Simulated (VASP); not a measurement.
```yaml
crystal:
  lattice:
    - [0.00000, 2.18514, 2.18514]
    - [2.18514, 0.00000, 2.18514]
    - [2.18514, 2.18514, 0.00000]
  atoms:
    - { symbol: C, position: [0.00000, 0.00000, 0.00000] }
    - { symbol: W, position: [0.50000, 0.50000, 0.50000] }
```

The numbers are results of r2SCAN meta-GGA, VASP's PBE PAW potentials (set 64) (plane waves; VASP 6.6.1), not measurements. Settings: 520 eV cut-off, 16×16×16 Γ-centred mesh, tetrahedra with Blöchl corrections, potentials C W_sv.

**Question.** Give the energies of bands 6 to 12 at the high-symmetry points, in eV from the Fermi level.

**Answer.** 
```
band      Γ      X      U       L      W
----  -----  -----  -----  ------  -----
6     -2.88  -5.96  -7.32  -10.28  -6.70
7     -2.88  -5.93  -6.26   -7.01  -6.38
8     -2.88  -2.72  -5.20   -7.01  -6.38
9     -1.18  -2.72  -1.74    1.12   0.53
10    -1.18   0.88   1.52    1.12   0.53
11    -1.18   2.39   2.67    2.54   2.40
12    -1.03   2.39   5.08    5.38   3.73
```

It has no gap at this level: it comes out as a metal or semimetal.

The structure was generated: WC was put into the rocksalt type (Fm-3m), which need not be its known phase. It was relaxed first, which changed the volume by -13 %. VASP warned that the highest band is occupied, so more bands are needed.
